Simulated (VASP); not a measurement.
An input for Quantum ESPRESSO's pw.x (written as the equivalent of a VASP run, and not itself run):

```
&CONTROL
  calculation = 'vc-relax'
  pseudo_dir = './pseudo'
  outdir = './out'
  tprnfor = .true.
  tstress = .true.
  nstep = 40
  forc_conv_thr = 0.00078
/
&SYSTEM
  ibrav = 0
  nat = 2
  ntyp = 2
  ecutwfc = 102
  occupations = 'smearing'
  smearing = 'methfessel-paxton'
  degauss = 0.00735
  input_dft = 'pbe'
/
&ELECTRONS
  conv_thr = 7.3e-08
  electron_maxstep = 100
/
&IONS
/
&CELL
/
ATOMIC_SPECIES
  Cd 112.414 Cd.upf
  O 15.999 O.upf
CELL_PARAMETERS angstrom
     0.0000000    2.3910499    2.3910499
     2.3910499    0.0000000    2.3910499
     2.3910499    2.3910499    0.0000000
ATOMIC_POSITIONS crystal
  Cd   0.0000000  0.0000000  0.0000000
  O    0.5000000  0.5000000  0.5000000
K_POINTS automatic
  13 13 13 0 0 0
```

Task: Write the VASP files for the same calculation (PBE).

Result: This is not unique; one that fits is 
**KPOINTS**
```
Automatic
0
G
13 13 13
```

INCAR:
```
# general
SYSTEM  = CdO
PREC    = Accurate
ENCUT   = 620
LREAL   = .FALSE.
LASPH   = .TRUE.

# electronic loop
EDIFF   = 1E-6
NELM    = 100
ALGO    = Normal
LMAXMIX = 4

# smearing
ISMEAR  = 1
SIGMA   = 0.1

# functional
GGA     = PE

# ions
IBRION  = 2
NSW     = 40
ISIF    = 3
EDIFFG  = -0.02

# output
LWAVE   = .FALSE.
LCHARG  = .FALSE.
```

POSCAR:
```
CdO
1
    0.0000000000     2.3910499328     2.3910499328
    2.3910499328     0.0000000000     2.3910499328
    2.3910499328     2.3910499328     0.0000000000
Cd O
1 1
Direct
  0.0000000000   0.0000000000   0.0000000000
  0.5000000000   0.5000000000   0.5000000000
```

POTCAR, in this order: Cd O (PBE.64 set). Program: vasp_std.

What does not carry over: the potentials are each code's own (VASP's PAW set, PseudoDojo norm-conserving files in pw.x), so ENCUT and ecutwfc are chosen apart and not converted; conv_thr bounds pw.x's estimated SCF error, while EDIFF bounds the energy change between steps; forc_conv_thr acts on force components and is met together with etot_conv_thr.

The compound is CdO in the rock salt structure. It was relaxed first, which changed the volume by +5 %.
